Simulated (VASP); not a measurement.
# NaScSe2 (P4/mmm) in VASP: notebook, part 3 of 3

VASP 6.6.1. Earlier steps stand in the parts before.

## 5. Relaxation of cell and atoms, PBEsol

INCAR

```
ALGO = Normal
EDIFF = 1E-6
EDIFFG = -0.005
ENCUT = 600
GGA = PS
IBRION = 2
ISIF = 3
ISMEAR = -1
LASPH = True
LCHARG = False
LREAL = False
LWAVE = False
NELM = 100
NSW = 80
PREC = Accurate
SIGMA = 0.02
```

KPOINTS

```
k-points
0
Gamma
  6 6 4
```

POSCAR

```
NaScSe2
1.0
    4.0247332358      0.0000000000      0.0000000000
    0.0000000000      4.0247332358      0.0000000000
    0.0000000000      0.0000000000      5.4623696768
Na Se Sc
1 2 1
Direct
    0.0000000000      0.0000000000      0.0000000000
    0.0000000000      0.0000000000      0.5000000000
    0.5000000000      0.5000000000      0.0000000000
    0.5000000000      0.5000000000      0.5000000000
```

Potentials or basis: VASP PAW PBE potentials, release 64 (Na_pv, Se, Sc_sv).

Started as:

```console
> cat potpaw_PBE.64/Na_pv/POTCAR potpaw_PBE.64/Se/POTCAR potpaw_PBE.64/Sc_sv/POTCAR > POTCAR
> mpirun -np 1 vasp_std > vasp.out
```

OUTCAR:

```text
EDIFF = 1E-6
   EDIFFG = -0.005
   ENCUT = 600
   GGA = PS
   IBRION = 2
   ISIF = 3
   ISMEAR = -1
   LASPH = True
   LREAL = False
   NELM = 100
   NSW = 80
   PREC = Accurate

 ion  position               nearest neighbor table
   1  0.000  0.000  0.000-   2 2.73   2 2.73
   2  0.000  0.000  0.500-   1 2.73   1 2.73   4 2.85   4 2.85   4 2.85   4 2.85
   3  0.500  0.500  0.000-   4 2.73   4 2.73
   4  0.500  0.500  0.500-   3 2.73   3 2.73   2 2.85   2 2.85   2 2.85   2 2.85

  LATTYP: Found a simple tetragonal cell.
 ALAT       =     4.0247332358
 C/A-ratio  =     1.3572004296

  Lattice vectors:

 A1 = (   4.0247332358,   0.0000000000,   0.0000000000)
 A2 = (   0.0000000000,   4.0247332358,   0.0000000000)
 A3 = (   0.0000000000,   0.0000000000,   5.4623696768)

Analysis of symmetry for initial positions (statically):
=====================================================================
 Subroutine PRICEL returns:
 Original cell was already a primitive cell.

 Routine SETGRP: Setting up the symmetry group for a
 simple tetragonal supercell.

 Subroutine GETGRP returns: Found 16 space group operations
 (whereof 16 operations were pure point group operations)
 out of a pool of 16 trial point group operations.

The static configuration has the point symmetry D_4h.

Analysis of symmetry for dynamics (positions and initial velocities):
=====================================================================
 Subroutine PRICEL returns:
 Original cell was already a primitive cell.

 Routine SETGRP: Setting up the symmetry group for a
 simple tetragonal supercell.

 Subroutine GETGRP returns: Found 16 space group operations
 (whereof 16 operations were pure point group operations)
 out of a pool of 16 trial point group operations.

The dynamic configuration has the point symmetry D_4h.

 Subroutine INISYM returns: Found 16 space group operations
 (whereof 16 operations are pure point group operations),
 and found     1 'primitive' translations

----------------------------------------------------------------------------------------

                                     Primitive cell

[... 100 lines left out ...]
   ISIF   =      3    stress and relaxation
   ISYM   =      2    0-nonsym 1-usesym 2-fastsym
   POTIM  = 0.5000    time-step for ionic-motion
   TEBEG  =    0.0;   TEEND  =   0.0 temperature during run
   PSTRESS=    0.0 pullay stress
   NELECT =      30.0000    total number of electrons
   NUPDOWN=      -1.0000    fix difference up-down
   EMIN   =  10.00;   EMAX   =-10.00  energy-range for DOS
   EFERMI =   0.00;   METHOD = LEGACY
   ISMEAR =    -1;   SIGMA  =   0.02  broadening in eV -4-tet -1-fermi 0-gaus
   EFERMI_NEDOS =   21; number of points for ismear=-14 and -15
   IALGO  =     38    algorithm
   IMIX   =      4    mixing-type and parameters
     AMIX     =   0.40;   BMIX     =  1.00
     AMIX_MAG =   1.60;   BMIX_MAG =  1.00
  volume/ion in A,a.u.               =      22.12       149.28
  Fermi-wavevector in a.u.,A,eV,Ry     =   1.141555  2.157226 17.730401  1.303148
  Thomas-Fermi vector in A             =   2.278255
   LORBIT       =      0    0 simple, 1 ext, 2 COOP (PROOUT), +10 PAW based schemes
   GGA     = PS    functional components
   LHFCALC =     F    Hartree Fock is set to
   AEXX    =    0.0000 exact exchange contribution
   IVDW    =     0    specifies the selected vdW correction
   LEPSILON=     F    determine dielectric tensor
   LRPA    =     F    only Hartree local field effects (RPA)
 conjugate gradient relaxation of ions
 non-spin polarized calculation
  energy-cutoff  :      600.00
  volume of cell :       88.48
 maximum number of plane-waves:      2980
   NGX = 17   NGY = 17   NGZ = 21

--------------------------------------- Ionic step        1  -------------------------------------------

 number of electron      29.9999991 magnetization

 Free energy of the ion-electron system (eV)
  ---------------------------------------------------
  ext. energy  EPLUGINS =         0.00000000
  ---------------------------------------------------
  free energy    TOTEN  =       -21.20599508 eV

  energy without entropy =      -21.20522501  energy(sigma->0) =      -21.20561005

 E-fermi :   2.8896     XC(G=0):  -9.6133

 val. band max:        2.8629607659   @ k =   0.0000   0.0000   0.0000
 cond. band min:       2.8917712560   @ k =   0.0000   0.0000   0.2500
 fundamental gap:      0.0288104901
 Fermi energy:         2.8895973274

 k-point     1 :       0.0000    0.0000    0.0000
  band No.  band energies     occupation
      1     -47.2453      2.00000
      2     -25.9558      2.00000
      3     -25.9558      2.00000
      4     -25.8248      2.00000
      5     -19.3385      2.00000
      6     -19.2931      2.00000
[... 670 lines left out ...]
--------------------------------------- Ionic step        5  -------------------------------------------

 number of electron      30.0000002 magnetization

 Free energy of the ion-electron system (eV)
  ---------------------------------------------------
  ext. energy  EPLUGINS =         0.00000000
  ---------------------------------------------------
  free energy    TOTEN  =       -21.23284565 eV

  energy without entropy =      -21.23200616  energy(sigma->0) =      -21.23242591

 E-fermi :   3.1442     XC(G=0):  -9.7955

 val. band max:        3.1399331084   @ k =   0.0000   0.0000   0.2500
 cond. band min:       3.1719953331   @ k =   0.0000   0.0000   0.5000
 fundamental gap:      0.0320622247
 Fermi energy:         3.1441879535

 k-point     1 :       0.0000    0.0000    0.0000
  band No.  band energies     occupation
      1     -46.7949      2.00000
      2     -25.5147      2.00000
      3     -25.5147      2.00000
      4     -25.3916      2.00000
      5     -19.0201      2.00000
      6     -18.9693      2.00000
[... 550 lines left out ...]
  FREE ENERGIE OF THE ION-ELECTRON SYSTEM (eV)
  ---------------------------------------------------
  free  energy   TOTEN  =       -21.2328456538 eV

  energy  without entropy=      -21.2320061625  energy(sigma->0) =      -21.23242591

 reached required accuracy - stopping structural energy minimisation
```

OSZICAR:

```text
N       E                     dE             d eps       ncg     rms          rms(c)
DAV:   1     0.366233739635E+03    0.36623E+03   -0.15567E+04  1156   0.175E+03
DAV:   2     0.141926899221E+02   -0.35204E+03   -0.34614E+03  1244   0.508E+02
[... 40 lines left out ...]
   4 F= -.21232827E+02 E0= -.21232422E+02  d E =-.828800E-03
       N       E                     dE             d eps       ncg     rms          rms(c)
DAV:   1    -0.212329720042E+02   -0.14443E-03   -0.74278E-03  1254   0.113E+00    0.625E-02
DAV:   2    -0.212328944439E+02    0.77560E-04   -0.27638E-04  1559   0.189E-01    0.368E-02
DAV:   3    -0.212328455040E+02    0.48940E-04   -0.92875E-05  1641   0.908E-02    0.601E-03
DAV:   4    -0.212328456538E+02   -0.14984E-06   -0.47781E-06  1161   0.162E-02
   5 F= -.21232846E+02 E0= -.21232426E+02  d E =-.847520E-03
```

CONTCAR:

```text
NaScSe2
   1.00000000000000
     3.9617803094254342    0.0000000000000000   -0.0000000000000000
     0.0000000000000000    3.9617803094254342    0.0000000000000000
     0.0000000000000000    0.0000000000000000    5.4093501766807499
  Na              Se              Sc
     1     2     1
Direct
     0.0000000000000000    0.0000000000000000    0.0000000000000000
     0.0000000000000000    0.0000000000000000    0.5000000000000000
     0.5000000000000000    0.5000000000000000    0.0000000000000000
     0.5000000000000000    0.5000000000000000    0.5000000000000000

  0.00000000E+00  0.00000000E+00  0.00000000E+00
  0.00000000E+00  0.00000000E+00  0.00000000E+00
  0.00000000E+00  0.00000000E+00  0.00000000E+00
  0.00000000E+00  0.00000000E+00  0.00000000E+00
```

Run time: 80 s. Hardware: 1 thread of Intel Xeon 6975P-C (Granite Rapids), shared host; peak memory 0.26 GiB.

Results:

* Free energy: -21.2328 eV
* Relaxed volume: 21.23 Å³/atom
* Relaxed cell: a = 3.962 Å, b = 3.962 Å, c = 5.409 Å, α = 90.00°, β = 90.00°, γ = 90.00°
* Space group after relaxing (to 0.05 Å): P4/mmm (No. 123)
* Energy gained by relaxing: 6.7 meV/atom
* Ionic steps: 5
* Pressure after relaxing: 0.0 GPa
* Band gap on the k mesh: none (metal or under the smearing width)

The path:
```csv
step,energy change (eV),largest force (eV/Å),pressure (GPa),volume (Å³)
1,0.0000,0.0000,-2.33,88.48
2,-0.0252,0.0000,0.45,84.43
3,-0.0260,0.0000,0.00,85.02
4,-0.0268,0.0000,0.00,84.92
5,-0.0269,0.0000,0.03,84.90
```

Final structure:
```
Na Se Sc
1.0
     3.96178    0.00000    0.00000
     0.00000    3.96178    0.00000
     0.00000    0.00000    5.40935
Na Se Sc
1 2 1
Direct
  0.00000 0.00000 0.00000
  0.00000 0.00000 0.50000
  0.50000 0.50000 0.00000
  0.50000 0.50000 0.50000
```

Caveat: the PAW data sets were made with another functional, which shifts forces and pressure a little.

## 6. The runs side by side

```csv
task,level,cell,cutoff (eV),gap on the mesh (eV),pressure (GPa),relaxed volume (Å³/atom)
single point,PBE,"P4/mmm, 22.12 Å³/atom",520,none,0.1,-
relaxation of cell and atoms,PBE,relaxed,600,none,0.0,22.15
single point,PBEsol,"P4/mmm, 21.16 Å³/atom",520,none,0.2,-
relaxation of cell and atoms,PBEsol,relaxed,600,none,0.0,21.23
```

Alike in all rows: potentials or basis VASP PAW PBE potentials, release 64 (Na_pv, Se, Sc_sv); no spin polarisation; k mesh 6 × 6 × 4; smearing fermi-dirac 0.02 eV.

Caveats: the PAW data sets were made with another functional, which shifts forces and pressure a little (some runs).

Absolute energies hang on the potentials; compare differences alone.
